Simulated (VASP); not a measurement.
Output of a VASP run:

### OSZICAR
```
       N       E                     dE             d eps       ncg     rms          rms(c)
DAV:   1     0.781681869852E+02    0.78168E+02   -0.65597E+03  3083   0.116E+03
DAV:   2    -0.900856028915E+01   -0.87177E+02   -0.84879E+02  3128   0.305E+02
DAV:   3    -0.138346229332E+02   -0.48261E+01   -0.46051E+01  4744   0.715E+01
DAV:   4    -0.139960730275E+02   -0.16145E+00   -0.16021E+00  3887   0.113E+01
DAV:   5    -0.140028965851E+02   -0.68236E-02   -0.68187E-02  4459   0.209E+00    0.963E+00
DAV:   6    -0.125476886981E+02    0.14552E+01   -0.12740E+01  3836   0.385E+01    0.336E+00
DAV:   7    -0.124038834482E+02    0.14381E+00   -0.12309E+00  3603   0.116E+01    0.185E+00
DAV:   8    -0.123907326820E+02    0.13151E-01   -0.15295E-01  3486   0.437E+00    0.519E-01
DAV:   9    -0.123886336889E+02    0.20990E-02   -0.31114E-02  3716   0.232E+00    0.229E-01
DAV:  10    -0.123885839399E+02    0.49749E-04   -0.18104E-03  3785   0.481E-01    0.532E-02
DAV:  11    -0.123885655416E+02    0.18398E-04   -0.47303E-04  4111   0.233E-01    0.426E-02
DAV:  12    -0.123885653221E+02    0.21950E-06   -0.23757E-05  3616   0.504E-02    0.128E-02
DAV:  13    -0.123885646952E+02    0.62691E-06   -0.11019E-06  2449   0.102E-02
   1 F= -.12388565E+02 E0= -.12389190E+02  d E =0.250062E-02
```

OUTCAR:
```
------------------------ aborting loop because EDIFF is reached ----------------------------------------
  FORCE on cell =-STRESS in cart. coord.  units (eV):
  Direction    XX          YY          ZZ          XY          YZ          ZX
  --------------------------------------------------------------------------------------
  Total       -0.1681375     -0.1681375     -0.1730416      0.0000000     -0.0000000      0.0000000
  in kB       -8.2643339     -8.2643339     -8.5053819      0.0000000     -0.0000000      0.0000000
  external PRESSURE =      -8.3446832 kB  Pullay stress =       0.0000000 kB
  volume of cell :       32.60
      direct lattice vectors                 reciprocal lattice vectors
     2.830000000  0.000000000  0.000000000     0.353356890  0.000000000  0.000000000
     0.000000000  2.830000000  0.000000000     0.000000000  0.353356890  0.000000000
     0.000000000  0.000000000  4.070000000     0.000000000  0.000000000  0.245700246
 POSITION                                       TOTAL-FORCE (eV/Angst)
 -----------------------------------------------------------------------------------
      0.00000      0.00000      0.00000         0.000000      0.000000      0.000000
      1.41500      1.41500      2.03500         0.000000      0.000000      0.000000
 -----------------------------------------------------------------------------------
    total drift:                                0.000000     -0.000000     -0.000000
  FREE ENERGIE OF THE ION-ELECTRON SYSTEM (eV)
  ---------------------------------------------------
  free  energy   TOTEN  =       -12.3885646952 eV

  energy  without entropy=      -12.3910653143  energy(sigma->0) =      -12.38918985
```
(Selected blocks of OUTCAR.)

### POSCAR
```
TiAl
1
    2.8300000000     0.0000000000     0.0000000000
    0.0000000000     2.8300000000     0.0000000000
    0.0000000000     0.0000000000     4.0700000000
Ti Al
1 1
Direct
  0.0000000000   0.0000000000   0.0000000000
  0.5000000000   0.5000000000   0.5000000000
```

**Question.** Reconstruct the remaining input files.

**Answer.** One answer among several that fit: the input of the run itself, PBE GGA, plane waves, VASP's PBE PAW potentials (set 64).

### KPOINTS
```
Automatic mesh
0
Gamma
12 12 8
0 0 0
```

**INCAR**
```
ENCUT=400   # plane-wave cut-off (eV)
GGA=PE
LMAXMIX=4   # l cut-off of mixed one-centre charges
SIGMA=0.2
NELM=100   # most electronic steps
SYSTEM=TiAl
ISIF=2
ALGO=Normal   # blocked Davidson
LCHARG=.FALSE.
LWAVE=.FALSE.
LREAL=.FALSE.   # projection in real space or not
PREC=Accurate
LASPH=.TRUE.   # aspherical one-centre terms
EDIFF=1E-6
ISMEAR=2
```

POTCAR, in this order: Ti_sv Al (PBE.64 set). Program: vasp_std.

The compound is TiAl in the L1_0 structure. The cell was not relaxed at this level. The run is one of a series of settings (ISMEAR = 2, SIGMA = 0.2 against the base run), some of them coarse on purpose. The electron count is odd and the run is not spin-polarised, which forces a metal.
